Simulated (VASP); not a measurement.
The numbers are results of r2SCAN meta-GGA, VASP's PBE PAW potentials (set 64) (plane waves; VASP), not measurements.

Input for VASP

### INCAR
```
SYSTEM  =  BN
PREC  =  Accurate; ENCUT  =  520; LREAL  =  F
LASPH  =  T
EDIFF  =  1E-7; NELM  =  100; ALGO  =  Normal
LMIXTAU  =  T
ISMEAR  =  0; SIGMA  =  0.05
METAGGA  =  R2SCAN
IBRION  =  2; NSW  =  30; ISIF  =  4
EDIFFG  =  -0.01
LWAVE  =  F; LCHARG  =  F
```

File POSCAR:
```
BN
1
    1.2603108686    -2.1829226750     0.0000000000
    1.2603108686     2.1829226750     0.0000000000
    0.0000000000     0.0000000000     4.1691023441
B N
2 2
Direct
  0.6666670000   0.3333330000   0.5002209778
  0.3333330000   0.6666670000   0.0002209778
  0.6666670000   0.3333330000   0.8747790222
  0.3333330000   0.6666670000   0.3747790222
```

KPOINTS:
```
Automatic mesh
0
Gamma
10 10 5
```

POTCAR, in this order: B N (PBE.64 set). Program: vasp_std.

The resulting files:

OSZICAR:
```
       N       E                     dE             d eps       ncg     rms          rms(c)
DAV:   1     0.430881910803E+02    0.43088E+02   -0.90226E+03  1008   0.134E+03
DAV:   2    -0.420822999920E+02   -0.85170E+02   -0.79920E+02  1348   0.283E+02
DAV:   3    -0.447880999127E+02   -0.27058E+01   -0.26940E+01  1332   0.518E+01
DAV:   4    -0.448034536529E+02   -0.15354E-01   -0.15344E-01  1248   0.396E+00
DAV:   5    -0.448036214953E+02   -0.16784E-03   -0.16782E-03  1292   0.381E-01    0.961E+00
DAV:   6    -0.381029036575E+02    0.67007E+01   -0.32823E+00  1268   0.156E+01    0.552E+00
DAV:   7    -0.381896866989E+02   -0.86783E-01   -0.79759E-01  1152   0.979E+00    0.253E+00
DAV:   8    -0.394180599334E+02   -0.12284E+01   -0.91087E-01  1096   0.960E+00    0.166E+00
DAV:   9    -0.380358692842E+02    0.13822E+01   -0.42602E-01  1036   0.772E+00    0.346E-01
DAV:  10    -0.382325671098E+02   -0.19670E+00   -0.70819E-02  1116   0.303E+00    0.146E-01
DAV:  11    -0.382334818375E+02   -0.91473E-03   -0.48500E-03  1212   0.917E-01    0.154E-01
DAV:  12    -0.382324241260E+02    0.10577E-02   -0.36983E-03  1140   0.630E-01    0.106E-01
DAV:  13    -0.382372051817E+02   -0.47811E-02   -0.15864E-03  1072   0.459E-01    0.464E-02
DAV:  14    -0.382374602489E+02   -0.25507E-03   -0.14136E-04  1256   0.131E-01    0.536E-03
DAV:  15    -0.382374437242E+02    0.16525E-04   -0.54208E-06  1236   0.297E-02    0.524E-03
DAV:  16    -0.382374515845E+02   -0.78604E-05   -0.15413E-07   908   0.533E-03    0.450E-03
DAV:  17    -0.382374402551E+02    0.11329E-04   -0.21577E-06  1152   0.147E-02    0.312E-03
DAV:  18    -0.382374434411E+02   -0.31860E-05   -0.22205E-07   948   0.495E-03    0.123E-03
DAV:  19    -0.382374430071E+02    0.43400E-06   -0.18949E-08   592   0.171E-03    0.215E-04
DAV:  20    -0.382374436074E+02   -0.60032E-06   -0.97724E-09   532   0.915E-04    0.137E-04
DAV:  21    -0.382374435888E+02    0.18681E-07   -0.23030E-09   528   0.580E-04
   1 F= -.38237444E+02 E0= -.38237444E+02  d E =-.382374E+02
       N       E                     dE             d eps       ncg     rms          rms(c)
DAV:   1    -0.382374147859E+02    0.28822E-04   -0.97791E-03  1144   0.970E-01    0.184E-02
DAV:   2    -0.382374240287E+02   -0.92428E-05   -0.14220E-04  1244   0.119E-01    0.122E-02
DAV:   3    -0.382374321671E+02   -0.81384E-05   -0.47531E-06  1256   0.291E-02    0.515E-03
DAV:   4    -0.382374209538E+02    0.11213E-04   -0.22678E-06  1256   0.185E-02    0.156E-03
DAV:   5    -0.382374299881E+02   -0.90343E-05   -0.69179E-07  1160   0.142E-02    0.110E-03
DAV:   6    -0.382374256554E+02    0.43327E-05   -0.31896E-07  1084   0.815E-03    0.342E-04
DAV:   7    -0.382374268165E+02   -0.11611E-05   -0.74313E-08   572   0.314E-03    0.127E-04
DAV:   8    -0.382374267685E+02    0.48058E-07   -0.30508E-09   540   0.666E-04
   2 F= -.38237427E+02 E0= -.38237427E+02  d E =0.168203E-04
       N       E                     dE             d eps       ncg     rms          rms(c)
DAV:   1    -0.382374578531E+02   -0.31037E-04   -0.32901E-03  1140   0.562E-01    0.106E-02
DAV:   2    -0.382374649078E+02   -0.70547E-05   -0.47756E-05  1240   0.688E-02    0.706E-03
DAV:   3    -0.382374583723E+02    0.65356E-05   -0.16008E-06  1260   0.170E-02    0.298E-03
DAV:   4    -0.382374647935E+02   -0.64212E-05   -0.77295E-07  1260   0.108E-02    0.904E-04
DAV:   5    -0.382374600645E+02    0.47290E-05   -0.23497E-07  1000   0.828E-03    0.632E-04
DAV:   6    -0.382374626120E+02   -0.25475E-05   -0.10566E-07   592   0.466E-03    0.188E-04
DAV:   7    -0.382374620417E+02    0.57032E-06   -0.29339E-08   536   0.192E-03    0.688E-05
DAV:   8    -0.382374620622E+02   -0.20498E-07   -0.85071E-10   516   0.360E-04
   3 F= -.38237462E+02 E0= -.38237462E+02  d E =-.184734E-04
```

File OUTCAR:
```
------------------------ aborting loop because EDIFF is reached ----------------------------------------
  FORCE on cell =-STRESS in cart. coord.  units (eV):
  Direction    XX          YY          ZZ          XY          YZ          ZX
  --------------------------------------------------------------------------------------
  Total        1.8037507      1.8037510      1.8123148      0.0000000      0.0000000      0.0000000
  in kB      125.9791001    125.9791256    126.5772431      0.0000000      0.0000000      0.0000000
  external PRESSURE =     126.1784896 kB  Pullay stress =       0.0000000 kB
  volume of cell :       22.94
      direct lattice vectors                 reciprocal lattice vectors
     1.260265987 -2.182844941  0.000000000     0.396741644 -0.229058872  0.000000000
     1.260265987  2.182844941  0.000000000     0.396741644  0.229058872  0.000000000
     0.000000000  0.000000000  4.169399291    -0.000000000 -0.000000000  0.239842704
  FREE ENERGIE OF THE ION-ELECTRON SYSTEM (eV)
  ---------------------------------------------------
  free  energy   TOTEN  =       -38.2374620622 eV

  energy  without entropy=      -38.2374620622  energy(sigma->0) =      -38.23746206

 reached required accuracy - stopping structural energy minimisation
```
(Selected blocks of OUTCAR.)

**CONTCAR**
```
BN
   1.00000000000000
     1.2602659865706114   -2.1828449410007131    0.0000000000000000
     1.2602659865706114    2.1828449410007131    0.0000000000000000
     0.0000000000000000    0.0000000000000000    4.1693992914700582
  B               N
     2     2
Direct
     0.6666669999999968    0.3333330000000032    0.5003224434278837
     0.3333330000000032    0.6666669999999968    0.0003224434278837
     0.6666669999999968    0.3333330000000032    0.8746775565721163
     0.3333330000000032    0.6666669999999968    0.3746775565721163
```

The compound is BN in the wurtzite structure, a metastable high-pressure form. This cell is one point of a volume scan, at 0.97 of the reference volume. Symmetry was kept, so distortions that lower it aren't found.
